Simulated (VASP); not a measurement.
Consider the following.

```xyz
2
Lattice="0.0000 2.2840 2.2840 2.2840 0.0000 2.2840 2.2840 2.2840 0.0000" Properties=species:S:1:pos:R:3 pbc="T T T"
Nb     0.0000     0.0000     0.0000
C      2.2840     2.2840     2.2840
```

The numbers are results of vdW-DF2, VASP's PBE PAW potentials (set 64) (plane waves; VASP), not measurements. Run with 520 eV cut-off, 14×14×14 Γ-centred mesh, first-order Methfessel-Paxton smearing of 0.10 eV, potentials Nb_sv C.

Problem. What does the run give for the energy per atom (σ→0), band gap (on the k-mesh) with the smallest direct gap where there is one?

Solution. 
| Property | Value |
|---|---|
| band gap (on the k-mesh) | none (metal, semimetal or under 0.01 eV) |
| energy per atom (σ→0) | -7.410 eV/atom |

Total energies compare only between runs with the same potentials, cut-off and functional.

The compound is NbC in the rock salt structure. It was relaxed first, which changed the volume by +7 %. The electron count is odd and the run is not spin-polarised, which forces a metal.
